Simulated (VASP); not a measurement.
Data:

```
CdF2
1.0
    0.00000     2.63998     2.63998
    2.63998     0.00000     2.63998
    2.63998     2.63998     0.00000
Cd F
1 2
Direct
  0.00000   0.00000   0.00000
  0.25000   0.25000   0.25000
  0.75000   0.75000   0.75000
```

Level of theory: SCAN meta-GGA, VASP's PBE PAW potentials (set 64) (plane waves; VASP). Numerical set-up: 520 eV cut-off, 7×7×7 Γ-centred mesh, Gaussian smearing of 0.050 eV, potentials Cd F.

What does the run give for the energy per atom (σ→0), pressure?

* **energy per atom (σ→0)**: -14.881 eV/atom
* **pressure**: 8.36 GPa

The absolute energy has meaning only against runs of the same code, potentials and settings.

The compound is CdF2 in the fluorite structure. This cell is one point of a volume scan, at 0.94 of the reference volume.
